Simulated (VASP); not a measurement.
Write the native input for VASP 6.6.1 that does the following.

* Task: single point
* Functional: LDA
* Potentials or basis: VASP PAW LDA potentials, release 64 (Sr_sv, Ca_sv)
* Cutoff: 520 eV
* k mesh: 6 × 6 × 6
* Occupations: gaussian, width 0.1 eV
* Spin: no spin polarisation
* Dipole correction: no
* Further INCAR settings: ALGO = Normal; EDIFF = 1e-07; NBANDS = 17

The structure of SrCa lies in POSCAR:

```
SrCa
1.0
    2.0673741448      1.1935990190      6.7349910262
   -2.0673741448      1.1935990190      6.7349910262
    0.0000000000     -2.3871980380      6.7349910262
Sr Ca
1 1
Direct
    0.5000000000      0.5000000000      0.5000000000
    0.0000000000      0.0000000000      0.0000000000
```

The cell comes from a database or a generator and needn't be the stable form of this composition.

These files were run (other wordings do the same):

INCAR

```
SYSTEM = SrCa
PREC = Accurate
ENCUT = 520
EDIFF = 1E-7
ISMEAR = 0
SIGMA = 0.1
LREAL = .FALSE.
LASPH = .TRUE.
NELM = 100
ALGO = Normal
ISIF = 2
LWAVE = .FALSE.
LCHARG = .FALSE.
GGA = CA
NBANDS = 17
```

KPOINTS

```
regular mesh
0
G
  6 6 6
  0 0 0
```

Potentials or basis: VASP PAW LDA potentials, release 64 (Sr_sv, Ca_sv).

Launch:

```console
$ cat potpaw_LDA.64/Sr_sv/POTCAR potpaw_LDA.64/Ca_sv/POTCAR > POTCAR
$ mpirun -np 1 vasp_std > vasp.out
```

Results of the run:

```
Pressure               : -1.8 GPa
Band gap on the k mesh : none (metal or under the smearing width)
```

Wall time 75 s on 1 thread of Intel(R) Xeon(R) 6975P-C (Granite Rapids), with other jobs on the host, peak memory 0.32 GiB.
